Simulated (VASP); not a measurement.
**Equation of state of La3Zr under PBE**

```cif
data_structure
_symmetry_space_group_name_H-M 'Pm-3m'
_symmetry_Int_Tables_number 221
_cell_length_a 5.0727
_cell_length_b 5.0727
_cell_length_c 5.0727
_cell_angle_alpha 90.000
_cell_angle_beta 90.000
_cell_angle_gamma 90.000
_cell_volume 130.53
loop_
_atom_site_label
_atom_site_type_symbol
_atom_site_symmetry_multiplicity
_atom_site_Wyckoff_symbol
_atom_site_fract_x
_atom_site_fract_y
_atom_site_fract_z
_atom_site_occupancy
La1 La 3 c 0.50000 0.50000 0.00000 1
Zr1 Zr 1 a 0.00000 0.00000 0.00000 1
```

The cell comes from a database or a generator and needn't be the stable form of this composition.

The cell was scaled at fixed shape and fractions and run with VASP, PBE PAW files La, Zr_sv, 520 eV; PBE, k mesh 5 × 5 × 5 on the cell of 4 atoms, fermi-dirac occupations of 0.05 eV, no spin polarisation, no spin-orbit coupling. Energies are those that the program minimises, any entropy of the smearing included. For a metal such a mesh isn't converged to the digits shown.

```csv
V (Å³/atom),energy over the lowest row (meV/atom)
30.6746,13.240
31.3272,5.356
31.9799,1.030
32.6325,0.000
33.2852,?
33.9378,6.739
34.5905,13.983
```

Question: Fit the third-order Birch-Murnaghan form, give V0, B0 and B′, and predict the energy left open.

Answer: With y = (V0/V)^(2/3), E = E0 + (9 V0 B0/16) [(y - 1)³ B′ + (y - 1)² (6 - 4y)]. Least squares through the rows shown give V0 = 32.5198 Å³/atom, E0 = -0.036 meV, B0 = 37.33 GPa (1 eV/Å³ = 160.218 GPa) and B′ = 3.40, with a largest miss of 0.011 meV. At V = 33.2852 the form with these constants gives 1.992 meV; the run gave 1.987 meV an atom.
